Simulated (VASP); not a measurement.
VASP ran on this input.

POSCAR:
```
GaAs
1
    0.0000000000     2.8324233887     2.8324233887
    2.8324233887     0.0000000000     2.8324233887
    2.8324233887     2.8324233887     0.0000000000
Ga As
1 1
Direct
  0.0000000000   0.0000000000   0.0000000000
  0.2500000000   0.2500000000   0.2500000000
```

**INCAR**
```
LWAVE=.FALSE.
GGA=PS
ENCUT=500
PREC=Accurate
LREAL=.FALSE.   ! projection in real space or not
NSW=40
IBRION=2   ! conjugate gradients
NELM=100   ! most electronic steps
LASPH=.TRUE.   ! aspherical one-centre terms
LMAXMIX=4
SIGMA=0.05   ! width (eV)
PSTRESS=50   ! kbar
ALGO=Normal   ! blocked Davidson
ISIF=3   ! ions, shape and volume
ISMEAR=0
SYSTEM=GaAs
LCHARG=.FALSE.
EDIFFG=-0.02   ! ionic stop
EDIFF=1E-6   ! SCF stop (eV)
```

### KPOINTS
```
K-points
0
gamma
  8 8 8
0 0 0
```

POTCAR, in this order: Ga_d As (PBE.64 set). Program: vasp_std.

Translate this PBEsol calculation to Ansatz.

One equivalent input (not run):
Ansatz 0.2 input:
```yaml
crystal:
  lattice:
    - [0.0000000, 2.8324234, 2.8324234]
    - [2.8324234, 0.0000000, 2.8324234]
    - [2.8324234, 2.8324234, 0.0000000]
  atoms:
    - { symbol: Ga, position: [0.0000000, 0.0000000, 0.0000000] }
    - { symbol: As, position: [0.2500000, 0.2500000, 0.2500000] }
kpoints:
  mp_grid: { grid: [8, 8, 8] }
hamiltonian:
  xc: pbesol
  pseudopotentials: { kind: paw }
scf:
  occupations: { method: gaussian, width: 0.05 }
  max_iter: 100
relax:
  max_steps: 40
  f_tol: 0.02
  cell: { p_target: 5 }
output: { forces: true, stress: true, eigenvalues: true }
```
The two are equivalent in intent, not identical: each code has its own PAW files, so the cut-off isn't converted (ENCUT is set for VASP's; basis.ecutwfc is left out, and Ansatz then takes the one that its files recommend); Ansatz stops its SCF on the density residual and VASP on the energy change (EDIFF).

The structure was generated: GaAs was put into the zinc blende type (F-43m), which need not be its known phase. This run relaxes it under an external pressure of 5 GPa. Symmetry was kept, so distortions that lower it aren't found.
